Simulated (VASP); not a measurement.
Level of theory: PBE GGA, VASP's PBE PAW potentials (set 64) (plane waves; VASP).

A VASP calculation is set up with these files.

File POSCAR:
```
Al3Sc
1
    4.1474213532     0.0000000000     0.0000000000
    0.0000000000     4.1474213532     0.0000000000
    0.0000000000     0.0000000000     4.1474213532
Sc Al
1 3
Direct
  0.0000000000   0.0000000000   0.0000000000
  0.0000000000   0.5000000000   0.5000000000
  0.5000000000   0.0000000000   0.5000000000
  0.5000000000   0.5000000000   0.0000000000
```

**KPOINTS**
```
K-points
0
G
8 8 8
```

### INCAR
```
ALGO = Normal
EDIFF = 1E-7
ENCUT = 480
GGA = PE
ISIF = 2
ISMEAR = 1
LASPH = .True.
LCHARG = .False.
LMAXMIX = 4
LREAL = .False.
LWAVE = .False.
NELM = 100
PREC = Accurate
SIGMA = 0.1
SYSTEM = Al3Sc
```

POTCAR, in this order: Sc_sv Al (PBE.64 set). Program: vasp_std.

Output

File OSZICAR:
```
       N       E                     dE             d eps       ncg     rms          rms(c)
DAV:   1     0.107937081015E+03    0.10794E+03   -0.80690E+03   980   0.121E+03
DAV:   2    -0.133131038380E+02   -0.12125E+03   -0.11938E+03  1004   0.356E+02
DAV:   3    -0.202110482582E+02   -0.68979E+01   -0.65483E+01  1570   0.687E+01
DAV:   4    -0.203259202185E+02   -0.11487E+00   -0.11467E+00  1370   0.917E+00
DAV:   5    -0.203288383596E+02   -0.29181E-02   -0.29170E-02  1408   0.150E+00    0.829E+00
DAV:   6    -0.193566748798E+02    0.97216E+00   -0.51047E+00  1612   0.256E+01    0.286E+00
DAV:   7    -0.193072632464E+02    0.49412E-01   -0.10576E-01  1290   0.296E+00    0.170E+00
DAV:   8    -0.192820778851E+02    0.25185E-01   -0.44277E-02  1476   0.189E+00    0.244E-01
DAV:   9    -0.192818356208E+02    0.24226E-03   -0.33416E-03  1264   0.653E-01    0.104E-01
DAV:  10    -0.192817665957E+02    0.69025E-04   -0.26583E-04  1622   0.189E-01    0.626E-02
DAV:  11    -0.192817709999E+02   -0.44041E-05   -0.36802E-05  1578   0.469E-02    0.486E-02
DAV:  12    -0.192817585837E+02    0.12416E-04   -0.76891E-05  1600   0.105E-01    0.476E-03
DAV:  13    -0.192817583997E+02    0.18400E-06   -0.29369E-06  1560   0.195E-02    0.856E-04
DAV:  14    -0.192817584566E+02   -0.56877E-07   -0.15635E-07   874   0.456E-03
   1 F= -.19281758E+02 E0= -.19280937E+02  d E =-.246556E-02
```

**OUTCAR**
```
------------------------ aborting loop because EDIFF is reached ----------------------------------------
  FORCE on cell =-STRESS in cart. coord.  units (eV):
  Direction    XX          YY          ZZ          XY          YZ          ZX
  --------------------------------------------------------------------------------------
  Total       -1.0672701     -1.0672701     -1.0672701      0.0000000     -0.0000000      0.0000000
  in kB      -23.9690288    -23.9690288    -23.9690288      0.0000000     -0.0000000      0.0000000
  external PRESSURE =     -23.9690288 kB  Pullay stress =       0.0000000 kB
  volume of cell :       71.34
      direct lattice vectors                 reciprocal lattice vectors
     4.147421353  0.000000000  0.000000000     0.241113674  0.000000000  0.000000000
     0.000000000  4.147421353  0.000000000     0.000000000  0.241113674  0.000000000
     0.000000000  0.000000000  4.147421353     0.000000000  0.000000000  0.241113674
 POSITION                                       TOTAL-FORCE (eV/Angst)
 -----------------------------------------------------------------------------------
      0.00000      0.00000      0.00000         0.000000      0.000000      0.000000
      0.00000      2.07371      2.07371         0.000000      0.000000      0.000000
      2.07371      0.00000      2.07371         0.000000      0.000000      0.000000
      2.07371      2.07371      0.00000         0.000000      0.000000      0.000000
 -----------------------------------------------------------------------------------
    total drift:                               -0.000000     -0.000000      0.000000
  FREE ENERGIE OF THE ION-ELECTRON SYSTEM (eV)
  ---------------------------------------------------
  free  energy   TOTEN  =       -19.2817584566 eV

  energy  without entropy=      -19.2792928963  energy(sigma->0) =      -19.28093660
```
(Selected blocks of OUTCAR.)

The compound is Al3Sc in the L1_2 structure. This cell was strained or had an atom moved on purpose.
